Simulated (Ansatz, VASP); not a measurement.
**Code comparison for BaIn₄ (P1, 5 atoms in the cell)**

Self-consistent single point, at a second geometry (atoms moved at random). First geometry:

```
CELL_PARAMETERS angstrom
     -2.57318     2.57318     6.17382
      2.57318    -2.57318     6.17382
      2.57318     2.57318    -6.17382
ATOMIC_POSITIONS crystal
  Ba 0.00000 0.00000 0.00000
  In 0.75000 0.25000 0.50000
  In 0.25000 0.75000 0.50000
  In 0.61779 0.61779 0.00000
  In 0.38221 0.38221 0.00000
```

Second geometry:
```yaml
crystal:
  lattice:
    - [-2.57318, 2.57318, 6.17382]
    - [2.57318, -2.57318, 6.17382]
    - [2.57318, 2.57318, -6.17382]
  atoms:
    - { symbol: Ba, position: [0.99858, 0.99357, 0.99369] }
    - { symbol: In, position: [0.75926, 0.25342, 0.50974] }
    - { symbol: In, position: [0.25361, 0.75515, 0.51035] }
    - { symbol: In, position: [0.61823, 0.61354, 0.99193] }
    - { symbol: In, position: [0.37032, 0.38431, 0.99431] }
```

Shared settings, as Ansatz (a first-principles code) writes them: kpoints.mp_grid.grid = 5 5 5; scf.occupations.method = gaussian; scf.occupations.width = 0.02 Ry. Potentials and cutoffs stand in the table.

| code | model | ΔF from the first geometry (meV/atom) | pressure (GPa) | largest force (eV/Å) | cutoff |
|---|---|---|---|---|---|
| Ansatz | PBEsol, PAW files made with PBE | 3.2 | -3.32 | 0.271 | default |
| VASP | PBEsol, VASP's PBE PAW potentials (set 64) | 3.1 | -3.54 | 0.267 | 300 eV |

Size of the force on each atom (eV/Å): Sizes of forces hide their directions.

| code | Ba1 | In2 | In3 | In4 | In5 |
|---|---|---|---|---|---|
| Ansatz | 0.039 | 0.248 | 0.067 | 0.161 | 0.271 |
| VASP | 0.040 | 0.247 | 0.068 | 0.156 | 0.267 |

The spread over the programs that give each value: ΔF from the first geometry within 0.1 meV/atom; pressure within 0.22 GPa; largest force within 0.004 eV/Å.

Ansatz's pressure is given at a fixed set of plane waves, as the other plane-wave codes print theirs.

VASP's run is marked for a possible Pulay error in its stress at this cutoff; no cutoff test was made.

The starting cell comes from a database of computed structures (which also holds hypothetical and non-ambient phases and stackings), without a prior relaxation at this level. Its lattice was rescaled by a random factor within 2.5 % of one. For this run, on top of that: atoms moved at random.

Left out of this page: CP2K, FLEUR and SIESTA (not drawn, or without a comparable value).

Keys are those of Ansatz 0.2.
